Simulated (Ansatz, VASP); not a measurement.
**Rb2Re: VASP beside Ansatz**

Aim: how closely do two programs agree when they are given the same cell, functional and k mesh? The cell is generated by rule, not measured, and may not be a known phase. The cell is taken from a series of VASP runs on this material, whose earlier steps may have relaxed, scaled or displaced it; both programs get it as it stands.

Method: plane waves, with VASP 6.6.1 beside it; single point at PBE, in Ansatz 0.2.0.

**1. The starting structure**

It takes space group P4/mmm (No. 123, tetragonal). The conventional cell has a = 6.546 Å, b = 6.546 Å, c = 2.883 Å, α = 90.00°, β = 90.00°, γ = 90.00°. Nearest to Rb lie 2 Rb at 2.88 Å. Nearest to Re lie 2 Re at 2.88 Å. Farther neighbours are not listed.

Structure file:

```cif
data_structure
_symmetry_space_group_name_H-M 'P4/mmm'
_symmetry_Int_Tables_number 123
_cell_length_a 6.5456
_cell_length_b 6.5456
_cell_length_c 2.8835
_cell_angle_alpha 90.000
_cell_angle_beta 90.000
_cell_angle_gamma 90.000
_cell_volume 123.54
loop_
_atom_site_label
_atom_site_type_symbol
_atom_site_symmetry_multiplicity
_atom_site_Wyckoff_symbol
_atom_site_fract_x
_atom_site_fract_y
_atom_site_fract_z
_atom_site_occupancy
Rb1 Rb 2 e 0.50000 0.00000 0.50000 1
Re1 Re 1 a 0.00000 0.00000 0.00000 1
```

**2. VASP: single point, PBE**

With cell and atoms fixed, the geometry can't cause a difference; cores, projectors, grids and the points listed under the comparison can.

Lines of VASP's logs that name or quote its potential files are left out, and so is its time.

The input, INCAR:

```
SYSTEM = Rb2Re
PREC = Accurate
ENCUT = 400
EDIFF = 1E-06
NELM = 100
ISMEAR = -1
SIGMA = 0.05
LREAL = .FALSE.
ALGO = Normal
GGA = PE
NBANDS = 36
LORBIT = 11
LWAVE = .FALSE.
LCHARG = .FALSE.
LOPTICS = .TRUE.
NEDOS = 1500
CSHIFT = 0.1
```

The input, POSCAR:

```
Rb2Re
1.0
    6.5455653100      0.0000000000      0.0000000000
    0.0000000000      6.5455653100      0.0000000000
    0.0000000000      0.0000000000      2.8834887000
Rb Re
2 1
Direct
    0.5000000000      0.0000000000      0.5000000000
    0.0000000000      0.5000000000      0.5000000000
    0.0000000000      0.0000000000      0.0000000000
```

The input, KPOINTS:

```
Automatic mesh
0
Gamma
5 5 11
0 0 0
```

Potentials, in the order of the species: Rb_sv and Re (PBE family, release 64).

Started as:

```bash
mpirun -np 1 vasp_std
```

Numbers of over 12 decimals in the logs are rounded to 6 here.

Output:

```text
[banner, memory and clock lines left out]
running    1 mpi-ranks, on    1 nodes
 distrk:  each k-point on    1 cores,    1 groups
 distr:  one band on    1 cores,    1 groups

 POSCAR found type information on POSCAR RbRe
 POSCAR found :  2 types and       3 ions
 LDA part: xc-table for (Slater+PW92), standard interpolation
 POSCAR, INCAR and KPOINTS ok, starting setup
 FFT: planning ... GRIDC
 FFT: planning ... GRID_SOFT
 FFT: planning ... GRID
 WAVECAR not read
 entering main loop
       N       E                     dE             d eps       ncg     rms          rms(c)
DAV:   1     0.963186670065E+02    0.96319E+02   -0.85946E+03  4008   0.509E+02
DAV:   2    -0.356382406031E+01   -0.99882E+02   -0.94936E+02  4440   0.163E+02
DAV:   3    -0.884711156418E+01   -0.52833E+01   -0.51774E+01  4432   0.322E+01
DAV:   4    -0.945905283571E+01   -0.61194E+00   -0.61020E+00  4160   0.470E+00
DAV:   5    -0.948062225427E+01   -0.21569E-01   -0.21514E-01  3928   0.988E-01    0.106E+01
DAV:   6    -0.891039675042E+01    0.57023E+00   -0.55752E-01  4272   0.171E+00    0.660E+00
DAV:   7    -0.872871088178E+01    0.18169E+00   -0.76762E-01  4240   0.701E+00    0.278E+00
DAV:   8    -0.862353483711E+01    0.10518E+00   -0.39306E-01  4296   0.207E+00    0.168E+00
DAV:   9    -0.862717930141E+01   -0.36445E-02   -0.32133E-02  4344   0.110E+00    0.385E-01
DAV:  10    -0.862062912461E+01    0.65502E-02   -0.18397E-02  4144   0.238E-01    0.864E-02
DAV:  11    -0.862047866592E+01    0.15046E-03   -0.73710E-04  3944   0.978E-02    0.335E-02
DAV:  12    -0.862050992040E+01   -0.31254E-04   -0.64420E-05  3832   0.216E-02    0.205E-02
DAV:  13    -0.862052405421E+01   -0.14134E-04   -0.72850E-06  3352   0.952E-03    0.132E-02
DAV:  14    -0.862052176134E+01    0.22929E-05   -0.35972E-05  3832   0.124E-02    0.317E-03
DAV:  15    -0.862052219381E+01   -0.43247E-06   -0.86049E-07  3176   0.289E-03
   1 F= -.86205222E+01 E0= -.85918318E+01  d E =-.573809E-01
 optical routines
 imaginary and real dielectric function
 recalculating local potential from charge density
 direction            1
 direction            2
 direction            3
```

OUTCAR, selected parts (step 2):

```text
ion  position               nearest neighbor table
   1  0.500  0.000  0.500-   3 3.58   3 3.58   3 3.58   3 3.58   2 4.63   2 4.63   2 4.63   2 4.63
                             2 5.45   2 5.45   2 5.45   2 5.45   2 5.45   2 5.45   2 5.45   2 5.45
   2  0.000  0.500  0.500-   3 3.58   3 3.58   3 3.58   3 3.58   1 4.63   1 4.63   1 4.63   1 4.63
                             1 5.45   1 5.45   1 5.45   1 5.45   1 5.45   1 5.45   1 5.45   1 5.45
   3  0.000  0.000  0.000-   1 3.58   2 3.58   1 3.58   2 3.58   2 3.58   2 3.58   1 3.58   1 3.58

  LATTYP: Found a simple tetragonal cell.
 ALAT       =     6.5455653100
 C/A-ratio  =     0.4405255411

 Subroutine GETGRP returns: Found 16 space group operations
 (whereof 16 operations were pure point group operations)

The static configuration has the point symmetry D_4h.

 Found     36 irreducible k-points:

   k-points           NKPTS =     36   k-points in BZ     NKDIM =     36   number of bands    NBANDS=     36

   dimension x,y,z NGX =    48 NGY =   48 NGZ =   20
   dimension x,y,z NGXF=    96 NGYF=   96 NGZF=   40

   ENCUT  =  400.0 eV  29.40 Ry    5.42 a.u.  10.67 10.67  4.70*2*pi/ulx,y,z

   NELECT =      25.0000    total number of electrons

 k-points in reciprocal lattice and weights: Automatic mesh
   0.00000000  0.00000000  0.00000000       0.004
   0.20000000  0.00000000  0.00000000       0.015
   0.40000000  0.00000000  0.00000000       0.015
   0.20000000  0.20000000  0.00000000       0.015
   0.40000000  0.20000000  0.00000000       0.029
   0.40000000  0.40000000  0.00000000       0.015
   0.00000000  0.00000000  0.09090909       0.007
   0.20000000  0.00000000  0.09090909       0.029
   0.40000000  0.00000000  0.09090909       0.029
[...]
0.40000000  0.20000000  0.45454545       0.058
   0.40000000  0.40000000  0.45454545       0.029

 average (electrostatic) potential at core
       1 -39.0460       2 -39.0460       3 -45.2091

 E-fermi :   1.3334

 k-point     1 :       0.0000    0.0000    0.0000
  band No.  band energies     occupation
    ...
      8      -9.2343      2.00000
      9      -2.9226      2.00000
     10      -0.4441      2.00000
     11       0.4366      2.00000
     12       0.5897      2.00000
     13       1.4600      0.14724
     14       3.1199      0.00000
     15       3.1199      0.00000
     16       3.2021      0.00000
     17       3.2021      0.00000
    ...

 k-point     2 :       0.2000    0.0000    0.0000
  band No.  band energies     occupation
    ...
      8      -9.2350      2.00000
      9      -2.8067      2.00000
     10      -0.3673      2.00000
     11       0.4930      2.00000
     12       0.6395      2.00000
     13       1.4210      0.29579
     14       2.9438      0.00000
     15       3.0727      0.00000
     16       3.1201      0.00000
     17       3.1300      0.00000
    ...

 k-point     3 :       0.4000    0.0000    0.0000
  band No.  band energies     occupation
    ...
      9      -2.6085      2.00000
     10      -0.1669      2.00000
     11       0.5941      2.00000
     12       0.7170      1.99999
     13       1.1412      1.95809
     14       2.8614      0.00000
     15       2.9752      0.00000
     16       3.1204      0.00000
     17       3.1464      0.00000
     18       4.1125      0.00000
    ...

  Total       -0.0203733     -0.0203733      0.2690410      0.0000000     -0.0000000     -0.0000000
  in kB       -0.2642156     -0.2642156      3.4891248      0.0000000     -0.0000000     -0.0000000
  external PRESSURE =       0.9868978 kB  Pullay stress =       0.0000000 kB

  energy-cutoff  :      400.00
  volume of cell :      123.54
      direct lattice vectors                 reciprocal lattice vectors
     6.545565310  0.000000000  0.000000000     0.152775192  0.000000000  0.000000000
     0.000000000  6.545565310  0.000000000     0.000000000  0.152775192  0.000000000
     0.000000000  0.000000000  2.883488700     0.000000000  0.000000000  0.346802122

 POSITION                                       TOTAL-FORCE (eV/Angst)
 -----------------------------------------------------------------------------------
      3.27278      0.00000      1.44174         0.000000      0.000000      0.000000
      0.00000      3.27278      1.44174         0.000000      0.000000      0.000000
      0.00000      0.00000      0.00000         0.000000      0.000000      0.000000
 -----------------------------------------------------------------------------------
    total drift:                                0.000000      0.000000     -0.000000

  FREE ENERGIE OF THE ION-ELECTRON SYSTEM (eV)
  ---------------------------------------------------
  free  energy   TOTEN  =        -8.6205221938 eV

  energy  without entropy=       -8.5631413346  energy(sigma->0) =       -8.59183176

 plasma frequency squared (from intraband transitions) (eV^2)
  --------------------------------------------------------------------------------------
       3.807       0.000      -0.000
       0.000       3.807      -0.000
      -0.000       0.000      15.173

 total charge
# of ion       s       p       d       tot
------------------------------------------
    1        1.964   5.330   0.062   7.356
    2        1.964   5.330   0.062   7.356
    3        0.636   0.149   4.622   5.407
--------------------------------------------------
tot          4.564  10.809   4.745  20.119

[... 3 further parts left out ...]
```

The data set Re keeps the semicore shell frozen, which is cheaper and a little less accurate.

**3. Ansatz: single point, PBE**

Ansatz runs on its default PAW (the set named soft_2) files.

The same cell, functional, mesh and smearing now go to Ansatz, which takes its cutoff from its data sets.

The input, input.yaml:

```yaml
crystal:
  lattice:
    - [6.54556531, 0.0, 0.0]
    - [0.0, 6.54556531, 0.0]
    - [0.0, 0.0, 2.8834887]
  atoms:
    - { symbol: Rb, position: [0.5, 0.0, 0.5] }
    - { symbol: Rb, position: [0.0, 0.5, 0.5] }
    - { symbol: Re, position: [0.0, 0.0, 0.0] }
hamiltonian:
  xc: pbe
  pseudopotentials: { kind: paw }
kpoints:
  mp_grid: { grid: [5, 5, 11] }
scf:
  occupations: { method: fermi_dirac, width: 0.05 }
  n_extra_bands: 4
output:
  forces: true
  stress: true
  eigenvalues: true
  write_density: true
  write_potential: true
  elf: true
  volumetric_format: npy
```

Started as:

```bash
ansatz run input.yaml --threads 2 --pin off --max-ram 4608MiB --backend cpu --events-out ev --progress --plain --runs-dir out
```

Output:

```text
scf.n_extra_bands = 4 over 17 filled bands (N_el = 33.0): the run solves 21 bands
Engine: ansatz 0.2.0, aarch64-unknown-linux-gnu
Pseudopotentials: kind: paw
Pseudopotential: Rb, paw, valence charge 9, recommended cutoff 420 eV (normal), Rb.paw.azcp
Pseudopotential: Re, paw, valence charge 15, recommended cutoff 420 eV (normal), Re.paw.azcp
Functional definition: PBE
  parameter kappa = 0.804
  parameter beta = 0.066725
  exchange = pbe_x(kappa = kappa, mu = beta*pi^2/3)
  correlation = pbe_c(beta = beta)
Crystal: 3 atoms, lattice volume = 123.541 Å³
Basis set: ecut = 420 eV, 2405 PW (Γ), exchange–correlation on 90×90×40 points (8 copies of the dense FFT grid, shifted against one another)
Bands: 21, of which v1, the nominal top of the filled ones, is band 17 counted from 1 (16 counted from 0)
Symmetry: 16 space group operations
Space group: P4/mmm (ITA 123), of the structure as read, at distance tolerance 5.0e-5 Å
k-points: 36 of 275
Non-local potential: Rb, projectors of the file, l = 0: 3, l = 1: 2, l = 2: 2
Non-local potential: Re, projectors of the file, l = 0: 3, l = 1: 2, l = 2: 2, l = 3: 1
PAW form: soft (Blöchl's): semilocal exchange-correlation on the pseudo side does not see the compensation charge
PAW one-centre angular grid: Rb, 110 points (default); XC on 64 Gauss nodes
PAW one-centre angular grid: Re, 590 points (default); XC on 64 Gauss nodes
Initial density: superposition of atomic densities (neutral atoms: chi_scale 0, normalization atom), corrected by the library's trained network
Initial wavefunctions: pseudopotential atomic-orbital guess
Functional: x = pbe(κ = 0.804, μ = 0.219515), c = pbe(β = 0.066725)
SCF iter   1: F=—  HF=-17397.090619 eV  |F-HF|=—  |Δ(HF+E_count)|=         —  Δρ=6.18e-3  dr2=5.64e-2  ethr=1.77e-3  ⟨swp⟩=6.6  Hψ=3846  notcnv=0
preconditioner: auto → LDOS  [metal: Δε(μ)=0.029 eV  Ē_g=9.158 eV  σ=0.050 eV  W_gap=0.14  n_scr=22 (ndim 8)  ℏωp=15.3 eV  f_vac=0.175  D(μ)=6.98/eV (n_scr^D=78)  β→1.0]
SCF iter   2: F=—  HF=-17397.087259 eV  |F-HF|=—  |Δ(HF+E_count)|=   3.36e-3  Δρ=3.03e-3  dr2=2.04e-2  ethr=1.71e-4  ⟨swp⟩=2.7  Hψ=1715  notcnv=0
SCF iter   3: F=—  HF=-17397.085261 eV  |F-HF|=—  |Δ(HF+E_count)|=   2.00e-3  Δρ=1.55e-3  dr2=2.47e-3  ethr=6.19e-5  ⟨swp⟩=2.0  Hψ=1178  notcnv=0
SCF iter   4: F=—  HF=-17397.084951 eV  |F-HF|=—  |Δ(HF+E_count)|=   3.10e-4  Δρ=5.86e-4  dr2=6.40e-4  ethr=7.49e-6  ⟨swp⟩=2.3  Hψ=1161  notcnv=0
SCF iter   5: F=—  HF=-17397.084952 eV  |F-HF|=—  |Δ(HF+E_count)|=   6.41e-7  Δρ=1.82e-4  dr2=4.87e-5  ethr=1.94e-6  ⟨swp⟩=2.4  Hψ=1145  notcnv=0
SCF iter   6: F=—  HF=-17397.084838 eV  |F-HF|=—  |Δ(HF+E_count)|=   1.13e-4  Δρ=3.38e-5  dr2=3.50e-6  ethr=1.47e-7  ⟨swp⟩=2.5  Hψ=1252  notcnv=0
SCF iter   7: F=—  HF=-17397.084839 eV  |F-HF|=—  |Δ(HF+E_count)|=   2.19e-7  Δρ=1.03e-5  dr2=4.05e-7  ethr=1.06e-8  ⟨swp⟩=2.1  Hψ=1128  notcnv=0
SCF iter   8: F=-17397.084839 eV  HF=-17397.084839 eV  |F-HF|=2.11e-8  |Δ(HF+E_count)|=   7.55e-9  Δρ=3.19e-6  dr2=3.56e-8  ethr=3.03e-10  ⟨swp⟩=8.9  Hψ=5166  notcnv=0
SCF 1 converged in 8 iterations: F = -17397.084839 eV  dr2 = 3.56e-8
  greatest PAW one-centre occupation: 1.000 electrons in one spin orbital (limit 2), on the Re atom at site 2 (counted from 0), in its partial waves of l = 0
SCF converged after 8 iterations
Free energy (F): -17397.084839 eV
Harris-Foulkes:  -17397.084839 eV  (|F-HF|=2.11e-8)
Internal energy: -17397.028163 eV  (E = F + TS)
E sigma→0 (E₀):  -17397.056501 eV
Entropy (-TS):   -0.056676 eV (-18.892 meV/atom)
Fermi energy:    6.108499 eV
--- Per-component energies (eV) ---
  E_band       = -471.753358
  E_kinetic    = 919.407108
  E_local      = -3473.924833  (includes V_loc(G=0)·N_el)
  E_nonlocal   = 402.672664
  E_hartree    = 1234.905542
  E_xc         = -659.707004
  E_vxc        = -570.977912  (∫ρ·V_xc dr)
  E_paw        = -13896.363119  (= ΣΔE_a)
  E_vpaw       = -218.732176  (= ΣTr[D̂ρ^β])
  E_aug_tail   = -0.000078  (compensation charges beyond the density's cutoff)
  E_ewald      = -1924.018443
  E_smearing   = -0.056676  (= −TS)
  E_closure    = 0.000000  (closes the sum)
  Σ components = -17397.084839   (vs F -17397.084839, Δ=0.00e0)
--- Forces (eV/Å), atoms counted from 1 ---
  atom   1  Rb    -0.00000000     0.00000000     0.00000000
  atom   2  Rb     0.00000000     0.00000000     0.00000000
  atom   3  Re    -0.00000000    -0.00000000     0.00000000
  max |Σ_I F_I| component: 1.03e-29 eV/Å
--- Stress (GPa, compression-positive) ---
        0.010496       0.000000       0.000000
        0.000000       0.010496       0.000000
        0.000000       0.000000       0.146599
  P = ⅓ Tr σ = 0.0559 GPa (0.559 kbar)
--- Band table (eV; the first three rows and the last of 36) ---
  k-point 0: bands = [... 13 lower, 4.3270, 5.2102, 5.3615, 6.2380, 7.9213, 7.9213, 7.9671, 7.9671]
  k-point 1: bands = [... 13 lower, 4.5267, 5.2939, 5.4537, 6.3698, 7.2379, 7.2379, 8.4170, 8.4170]
  k-point 2: bands = [... 13 lower, 5.0948, 5.5297, 5.6835, 6.4390, 6.4390, 6.7604, 8.5959, 8.5959]
  k-point 35: bands = [... 13 lower, 4.5696, 5.0447, 5.9397, 6.1498, 8.2383, 8.4733, 9.4295, 10.0324]
```

Wall time 7.1 s (2 threads of Arm Neoverse N1, shared host); peak memory 0.4 GiB; 13 s of CPU time.

In the SCF lines HF is the Harris–Foulkes energy and dr2 the Hartree energy of the density residual, in eV; the loop may stop once dr2 is under the threshold and the program's other checks hold. Hψ counts applications of the Hamiltonian.

The run ends at a pressure of 0.06 GPa.

**4. Side by side**

Known differences besides the potentials themselves: the data sets hold 33 valence electrons in Ansatz (default PAW (the set named soft_2) files) and 25 in VASP; the cutoff is 420 eV in Ansatz and 400 eV in VASP; VASP leaves aspherical gradient terms in its spheres out (LASPH is not set), Ansatz keeps them. Total energies have different zeros and are not compared.

Both answers:

```csv
quantity,Ansatz,VASP,difference
pressure (GPa),0.06,0.10,-0.04
```

Ansatz's pressure holds a Pulay correction of 0.02 GPa; VASP's holds none.

**5. What came out**

```json
{
  "difference in pressure (single point, PBE)": "-0.043 GPa"
}
```

In words: The difference in pressure is -0.043 GPa (single point, PBE), within the 1 GPa picked in this series as the mark of a large difference. 1 further run of this series is not shown here. Such differences can come from data sets, numerical settings and the points named under the comparisons, not from the functional's error against experiment.

[Lines on the potential files, build, host, timing and source positions are cut from VASP's logs without a mark.]

[Logs are printed without paths, hosts, clocks, repeated set-up lines and the standing remarks that a program may print on its own settings, such as how far it seeks lower states.]

[Hosts, paths, dates, database ids (printed as entryN), source tags and the programs' standing remarks are cut or masked in the printed files.]
